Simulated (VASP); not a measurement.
Here is the system:

```
CELL_PARAMETERS angstrom
      0.00000     1.78853     1.78853
      1.78853     0.00000     1.78853
      1.78853     1.78853     0.00000
ATOMIC_POSITIONS crystal
  B  0.00000 0.00000 0.00000
  N  0.25000 0.25000 0.25000
```

Computed with PBEsol GGA, VASP's PBE PAW potentials (set 64) (plane waves; VASP). Settings: 620 eV cut-off, 13×13×13 Γ-centred mesh, Gaussian smearing of 0.050 eV, potentials B N.

Q: What does the run give for the energy per atom (σ→0), pressure?

A: 
| Item | Result |
|---|---|
| energy per atom (σ→0) | -9.171 eV/atom |
| pressure | 10.01 GPa |

Total energies compare only between runs with the same potentials, cut-off and functional.

The compound is BN in the zinc blende structure. It was relaxed first under an external pressure of 10 GPa.
